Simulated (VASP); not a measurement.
A run of VASP 6.6.1 is set up as follows.

File INCAR:

```
SYSTEM = GaBiSe4
PREC = Normal ; ENCUT = 520
EDIFF = 1E-4 ; ISMEAR = 0
SIGMA = 0.15 ; LREAL = .FALSE.
LASPH = .TRUE. ; NELM = 60
ALGO = Fast ; ISIF = 3
LWAVE = .FALSE. ; LCHARG = .FALSE.
GGA = PE ; IBRION = 2
NSW = 24 ; EDIFFG = -0.08
```

KPOINTS

```
regular mesh
0
G
  3 3 3
  0 0 0
```

The input POSCAR:

```
GaBiSe4
1.0
    0.0000000000      4.2265970000      4.2265970000
    4.2265970000      0.0000000000      4.2265970000
    4.2265970000      4.2265970000      0.0000000000
Ga Bi Se
1 1 4
Direct
    0.2500000000      0.2500000000      0.2500000000
    0.0000000000      0.0000000000      0.0000000000
    0.6245040000      0.6245040000      0.1264880000
    0.6245040000      0.1264880000      0.6245040000
    0.1264880000      0.6245040000      0.6245040000
    0.6245040000      0.6245040000      0.6245040000
```

Potentials or basis: VASP PAW PBE potentials, release 64 (Ga_d, Bi_d, Se).

Run with:

```console
$ cat potpaw_PBE.64/Ga_d/POTCAR potpaw_PBE.64/Bi_d/POTCAR potpaw_PBE.64/Se/POTCAR > POTCAR
$ mpirun -np 1 vasp_std > vasp.out
```

(1) What does it give for the space group after relaxing (to 0.05 Å)?

(2) Estimate the relaxed cell.

Answers

(1) F-43m (No. 216).

(2) a = 5.870 Å, b = 5.870 Å, c = 5.870 Å, α = 60.00°, β = 60.00°, γ = 60.00°.

Caveat: the k mesh is coarse (spacing up to 0.43 Å⁻¹), so the values aren't converged.
